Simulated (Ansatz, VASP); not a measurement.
# Cross-check of Y2CSO (Y2COS MXene, 1 layer) between VASP and Ansatz

Wanted: the spread between two codes on one cell, functional and k mesh. The structure shown is the start of the Ansatz relaxation below; VASP solves that cell, so the two are compared at the walk's first step.

Calculated with Ansatz 0.2.0; plane waves, with VASP 6.6.1 beside it; single point at PBE.

**1. Set-up**

The cell holds 5 atoms: 1 S, 2 Y, 1 C and 1 O. Its edges and angles: a = 3.478 Å, b = 3.478 Å, c = 20.897 Å, α = 90.0°, β = 90.0°, γ = 120.0°. Vacuum lies along c.

**2. Ansatz: relaxation, PBE**

Ansatz runs on its default PAW (the set named soft_2) files.

The two programs are compared at the cell with which this relaxation starts, whose forces are those of its first step.

File input.yaml:

```yaml
crystal:
  lattice:
    - [3.47776, 0.0, 0.0]
    - [-1.73888, 3.0118285083, 0.0]
    - [0.0, 0.0, 20.8972203095]
  atoms:
    - { symbol: S, position: [0.3333333333, 0.6666666667, 0.3588994081] }
    - { symbol: "Y", position: [0.6666666667, 0.3333333333, 0.4495177948] }
    - { symbol: C, position: [0.0, 0.0, 0.5151835351] }
    - { symbol: "Y", position: [0.3333333333, 0.6666666667, 0.5808492754] }
    - { symbol: O, position: [0.6666666667, 0.3333333333, 0.6411005919] }
kpoints:
  mp_grid: { grid: [12, 12, 1] }
hamiltonian:
  xc: pbe
scf:
  occupations: { method: fermi_dirac, width: 0.05 }
  convergence: { dr2_threshold: 1.0e-08 }
efield:
  axis: 3
  dipole_correction: true
  ramp_position: 0.97
  ramp_width: 0.04
relax:
  f_tol: 0.01
  cell: { fix: [c, alpha, beta] }
output:
  write_potential: true
  write_density: true
  volumetric_format: npy
```

Started as:

```bash
> ansatz run input.yaml --threads 2 --pin off --max-ram 4096MiB --backend cpu --events-out ev --progress --plain --runs-dir out
```

Numbers of over 12 decimals in the logs are rounded to 6 here.

The program printed:

```text
Warning: relax.cell: scf.convergence.dr2_threshold = 1e-8 eV is looser than the 5e-10 eV advised for a relaxation that steers and ends on the stress (1e-10 eV for each atom of the cell: 5). What an SCF threshold leaves in a stress goes as its square root, and in the free energy as the threshold itself, and one threshold admits the most on a small cell: [figures from the program's tests cut] Set scf.convergence.dr2_threshold to 5e-10 eV or tighter. The threshold is an SCF's pass mark: one that does not reach it within its budget of iterations ends unconverged, or closes short of it on a stop that the run arms, and scf.convergence.dr2_threshold's page says what that costs each kind of run
Engine: ansatz 0.2.0, aarch64-unknown-linux-gnu
Pseudopotentials: kind: paw
Pseudopotential: S, paw, valence charge 6, recommended cutoff 420 eV (normal), S.paw.azcp
Pseudopotential: Y, paw, valence charge 11, recommended cutoff 420 eV (normal), Y.paw.azcp
Pseudopotential: C, paw, valence charge 4, recommended cutoff 420 eV (normal), C.paw.azcp
Pseudopotential: O, paw, valence charge 6, recommended cutoff 420 eV (normal), O.paw.azcp
Functional definition: PBE
  parameter kappa = 0.804
  parameter beta = 0.066725
  exchange = pbe_x(kappa = kappa, mu = beta*pi^2/3)
  correlation = pbe_c(beta = beta)
Crystal: 5 atoms, lattice volume = 218.886 Å³
Basis set: ecut = 420 eV, 4275 PW (Γ), exchange–correlation on 48×48×288 points (8 copies of the dense FFT grid, shifted against one another)
Bands: 24, of which v1, the nominal top of the filled ones, is band 19 counted from 1 (18 counted from 0)
Symmetry: 6 space group operations
Space group: P3m1 (ITA 156), of the structure as read, at distance tolerance 6.0e-5 Å
k-points: 19 of 144 (time reversal used)
Non-local potential: S, projectors of the file, l = 0: 2, l = 1: 2, l = 2: 2
Non-local potential: Y, projectors of the file, l = 0: 3, l = 1: 2, l = 2: 2, l = 3: 1
Non-local potential: C, projectors of the file, l = 0: 2, l = 1: 2, l = 2: 1
Non-local potential: O, projectors of the file, l = 0: 2, l = 1: 2, l = 2: 1
PAW form: soft (Blöchl's): semilocal exchange-correlation on the pseudo side does not see the compensation charge
PAW one-centre angular grid: S, 110 points (default); XC on 64 Gauss nodes
PAW one-centre angular grid: Y, 590 points (default); XC on 64 Gauss nodes
PAW one-centre angular grid: C, 110 points (default); XC on 64 Gauss nodes
PAW one-centre angular grid: O, 110 points (default); XC on 64 Gauss nodes
Initial density: superposition of atomic densities (neutral atoms: chi_scale 0, normalization atom), corrected by the library's trained network
Initial wavefunctions: pseudopotential atomic-orbital guess
Functional: x = pbe(κ = 0.804, μ = 0.219515), c = pbe(β = 0.066725)
SCF iter   1: F=—  HF=-9420.138402 eV  |F-HF|=—  |Δ(HF+E_count)|=         —  Δρ=2.32e-2  dr2=1.44e1  ethr=1.77e-3  p=-0.016 e·Å  D=-1.32e-2 V/Å  ΔV_dip=0.28 eV  dr2_dipole=5.52e0  V_vac-E_F(+/−)=7.99/7.71 eV  ⟨swp⟩=8.7  Hψ=2613  notcnv=0
efield: sawtooth ramp at fractional position 0.9700 (set: `efield.ramp_position`, or a place that a band, a saddle search or an elastic batch's reference lends), width 0.0400; the density the first Hamiltonian is built on has a dipole p = -0.016 e·Å; the dipole correction subtracts the counter field D = -1.32e-2 V/Å, which shifts the + side's vacuum level by +0.28 eV against the − side's; the planar-averaged density in the ramp window peaks in size at 2.1e-5 e/Å³
preconditioner: auto → LDOS  [metal: Δε(μ)=0.027 eV  Ē_g=13.697 eV  σ=0.050 eV  W_gap=0.13  n_scr=12 (ndim 8)  ℏωp=14.6 eV  f_vac=0.577  D(μ)=4.61/eV (n_scr^D=12)  β→1.0]
SCF iter   2: F=—  HF=-9419.861474 eV  |F-HF|=—  |Δ(HF+E_count)|=   2.77e-1  Δρ=1.46e-2  dr2=7.50e-1  ethr=1.77e-3  p=-0.050 e·Å  D=-4.15e-2 V/Å  ΔV_dip=0.87 eV  dr2_dipole=5.27e-2  V_vac-E_F(+/−)=8.30/7.43 eV  ⟨swp⟩=3.1  Hψ=934  notcnv=0
SCF iter   3: F=—  HF=-9419.768885 eV  |F-HF|=—  |Δ(HF+E_count)|=   9.26e-2  Δρ=5.80e-3  dr2=1.55e-1  ethr=1.77e-3  p=-0.058 e·Å  D=-4.81e-2 V/Å  ΔV_dip=1.00 eV  dr2_dipole=5.52e-2  V_vac-E_F(+/−)=8.27/7.26 eV  ⟨swp⟩=1.4  Hψ=473  notcnv=0
SCF iter   4: F=—  HF=-9419.754006 eV  |F-HF|=—  |Δ(HF+E_count)|=   1.49e-2  Δρ=1.39e-3  dr2=9.99e-3  ethr=4.09e-4  p=-0.075 e·Å  D=-6.18e-2 V/Å  ΔV_dip=1.29 eV  dr2_dipole=2.20e-3  V_vac-E_F(+/−)=8.34/7.05 eV  ⟨swp⟩=2.0  Hψ=789  notcnv=0
SCF iter   5: F=—  HF=-9419.751808 eV  |F-HF|=—  |Δ(HF+E_count)|=   2.20e-3  Δρ=4.83e-4  dr2=1.07e-3  ethr=2.63e-5  p=-0.081 e·Å  D=-6.70e-2 V/Å  ΔV_dip=1.40 eV  dr2_dipole=1.48e-5  V_vac-E_F(+/−)=8.35/6.95 eV  ⟨swp⟩=2.0  Hψ=677  notcnv=0
[...]
SCF iter   8: F=-9421.432591 eV  HF=-9421.432591 eV  |F-HF|=9.64e-10  |Δ(HF+E_count)|=   9.89e-9  Δρ=4.39e-7  dr2=1.66e-9  ethr=2.63e-11  p=0.105 e·Å  D=7.93e-2 V/Å  ΔV_dip=-1.66 eV  dr2_dipole=3.18e-10  V_vac-E_F(+/−)=5.12/6.78 eV  ⟨swp⟩=8.7  Hψ=2832  notcnv=0
SCF 10 converged in 8 iterations: F = -9421.432591 eV  dr2 = 1.66e-9
relax step  10: F+E_penalty+E_count = -9421.43259140 eV  Δ(F+E_penalty+E_count) = -1.010e-4 eV  max|allowed force component| = 4.611e-4 eV/Å  Δτ_max = 0.0039 Å  P = +0.001 GPa  Ω = 239.105 Å³  energy of the carried Pulay correction = -3.554e-4 eV  fix = [c, alpha, beta]  reactions: c +0.002 GPa  (8 SCF iters, accepted)
iter 1 solved again at ethr=3.40e-7 eV; its pass at ethr=3.10e-3 eV (dr2=1.29e-4 eV) is discarded
SCF iter   1: F=—  HF=-9421.432655 eV  |F-HF|=—  |Δ(HF+E_count)|=         —  Δρ=1.50e-5  dr2=4.36e-8  ethr=3.40e-7  p=0.105 e·Å  D=7.93e-2 V/Å  ΔV_dip=-1.66 eV  dr2_dipole=2.46e-9  V_vac-E_F(+/−)=5.12/6.78 eV  ⟨swp⟩=4.0  Hψ=3704  notcnv=0
efield: sawtooth ramp at fractional position 0.9700 (set: `efield.ramp_position`, or a place that a band, a saddle search or an elastic batch's reference lends), width 0.0400; the density the first Hamiltonian is built on has a dipole p = 0.105 e·Å; the dipole correction subtracts the counter field D = 7.93e-2 V/Å, which shifts the + side's vacuum level by -1.66 eV against the − side's; the planar-averaged density in the ramp window peaks in size at 1.4e-6 e/Å³
eigensolver tolerance schedule: the retry pair's looser diagonalisation over-reported the residual by 2957.28 of it (diagonalisation noise at 0.48 of the residual, at the tolerance the schedule requests for it); recorded, not acted on — ethr = c·dr2/N_el stays at c = 1.0e-1
preconditioner: auto → LDOS  [metal: Δε(μ)=0.007 eV  Ē_g=13.900 eV  σ=0.050 eV  W_gap=0.04  n_scr=18 (ndim 8)  ℏωp=14.0 eV  f_vac=0.589  D(μ)=4.86/eV (n_scr^D=12)  β→1.0]
SCF iter   2: F=—  HF=-9421.432908 eV  |F-HF|=—  |Δ(HF+E_count)|=   2.54e-4  Δρ=2.77e-6  dr2=1.21e-8  ethr=1.15e-10  p=0.105 e·Å  D=7.93e-2 V/Å  ΔV_dip=-1.66 eV  dr2_dipole=3.66e-10  V_vac-E_F(+/−)=5.12/6.78 eV  ⟨swp⟩=3.5  Hψ=1186  notcnv=0
SCF iter   3: F=-9421.432908 eV  HF=-9421.432908 eV  |F-HF|=3.05e-7  |Δ(HF+E_count)|=   3.00e-7  Δρ=1.07e-6  dr2=2.77e-9  ethr=2.63e-11  p=0.105 e·Å  D=7.93e-2 V/Å  ΔV_dip=-1.66 eV  dr2_dipole=8.64e-11  V_vac-E_F(+/−)=5.12/6.78 eV  ⟨swp⟩=13.4  Hψ=3575  notcnv=0
SCF 11 converged in 3 iterations: F = -9421.432908 eV  dr2 = 2.77e-9
relax step  11: F+E_penalty+E_count = -9421.43290831 eV  Δ(F+E_penalty+E_count) = -3.169e-4 eV  max|allowed force component| = 4.670e-4 eV/Å  Δτ_max = 0.0000 Å  P = +0.002 GPa  Ω = 239.105 Å³  fix = [c, alpha, beta]  reactions: c +0.002 GPa  stress off target by 1.46e-3 GPa on what of the cell is left free  SCF on the basis re-selected at this cell (its energy is not comparable with the rows above)  (3 SCF iters)
basis re-selected at this cell: Δ(F+E_penalty+E_count) = -3.169e-4 eV, ΔP = +0.001 GPa vs the last step (what re-selecting the basis moved, of the pressure what is left beyond the Pulay correction that the steps carried, after the strain that the cell walked since its last selection, with what the two solves' SCF thresholds leave and, on support functions, any second-order correction that the steps lacked; it is no m [...]
WARN: The output density's exchange-correlation potential varies sharply where the density is thin. Do not read a vacuum level from v_tot or v_xc, or from such a field of the output density. On a cell that repeats whose density bears no net charge and no dipole along the vacuum's axis use v_es (v_loc + v_h of the components); under efield.dipole_correction with no amplitude use v_es + v_field, which holds any externa [...]
SCF converged after 3 iterations
Free energy (F): -9421.432908 eV
Harris-Foulkes:  -9421.432908 eV  (|F-HF|=3.05e-7)
Internal energy: -9421.394474 eV  (E = F + TS)
E sigma→0 (E₀):  -9421.413691 eV
Entropy (-TS):   -0.038434 eV (-7.687 meV/atom)
Fermi energy:    -0.649693 eV
Dipole field:    D = 0.079309 V/Å  (p = 0.104797 e·Å, saw-weighted, corrected)
Work function:   Φ+ = 5.1226 eV   Φ− = 6.7799 eV
Levels:          The Fermi level and band energies are counted from a zero that moves with the ramp; work functions are not
--- Per-component energies (eV) ---
  E_band       = -537.662254
  E_kinetic    = 976.741796
  E_local      = -19284.667796  (includes V_loc(G=0)·N_el)
  E_nonlocal   = 203.107900
  E_hartree    = 9180.170386
  E_xc         = -566.063955
  E_vxc        = -639.680169  (∫ρ·V_xc dr)
  E_paw        = -6507.000584  (= ΣΔE_a)
  E_vpaw       = -152.130030  (= ΣTr[D̂ρ^β])
  E_aug_tail   = 0.002435  (compensation charges beyond the density's cutoff)
  E_efield     = 0.004156  (sawtooth field / dipole correction)
  E_vefield    = -1.374656  (∫n·V_field dr)
  E_ewald      = 6576.311188
  E_smearing   = -0.038434  (= −TS)
  E_closure    = 0.000000  (closes the sum)
  Σ components = -9421.432908   (vs F -9421.432908, Δ=0.00e0)
--- Forces (eV/Å), atoms counted from 1 ---
  atom   1  S      0.00000000     0.00000000    -0.00046575
  atom   2  Y     -0.00000000    -0.00000000    -0.00015157
  atom   3  C      0.00000000    -0.00000000    -0.00011987
  atom   4  Y     -0.00000000    -0.00000000     0.00041610
  atom   5  O     -0.00000000     0.00000000     0.00032722
  max |Σ_I F_I| component: 6.12e-6 eV/Å
--- Stress (GPa, compression-positive) ---
        0.001463      -0.000000       0.000000
       -0.000000       0.001463       0.000000
        0.000000       0.000000       0.001686
  P = ⅓ Tr σ = 0.0015 GPa (0.015 kbar)
--- Band table (eV; the first three rows and the last of 19) ---
  k-point 0: bands = [... 15 lower, -1.4604, -1.4604, -0.6888, 0.2537, 0.2537, 3.1682, 3.3925, 3.4908, ... 1 higher]
  k-point 1: bands = [... 15 lower, -1.6878, -1.4435, -0.5024, -0.0993, 0.1334, 3.1685, 3.3809, 3.5485, ... 1 higher]
  k-point 2: bands = [... 15 lower, -1.9535, -1.4159, -0.9158, -0.2926, -0.1209, 2.8622, 3.6037, 3.7420, ... 1 higher]
  k-point 18: bands = [... 15 lower, -2.3839, -2.0798, -1.7646, -1.3375, -0.9710, 3.1958, 4.1516, 4.3070, ... 1 higher]
--- Relaxed structure (9 steps of the walk, 9 accepted, 2 SCFs on fresh bases) ---
  F+E_penalty+E_count = -9421.43290831 eV   max|allowed force component| = 4.670e-4 eV/Å   (the final SCF, on the basis selected at the relaxed cell)
  cell:  # Å, volume = 239.1045 Å³
    - [3.634832, 0, 0]
    - [-1.817416, 3.147857, 0]
    - [0, 0, 20.8972203095]
  atoms:
    - { symbol: S, position: [0.333333, 0.666667, 0.366743] }
    - { symbol: Y, position: [0.666667, 0.333333, 0.444291] }
    - { symbol: C, position: [0, 0, 0.510111] }
    - { symbol: Y, position: [0.333333, 0.666667, 0.595982] }
    - { symbol: O, position: [0.666667, 0.333333, 0.628423] }
```

Reading the cycles: dr2 is the Hartree energy of the density residual (eV), the measure of convergence; HF is the Harris–Foulkes estimate of the energy, which meets the free energy F at convergence.

[end of part 1 of 2]

[Lines on the potential files, build, host, timing and source positions are cut from VASP's logs without a mark.]

[Logs are printed without paths, hosts, clocks, repeated set-up lines and the standing remarks that a program may print on its own settings, such as how far it seeks lower states.]

[Hosts, paths, dates, database ids (printed as entryN), source tags and the programs' standing remarks are cut or masked in the printed files.]
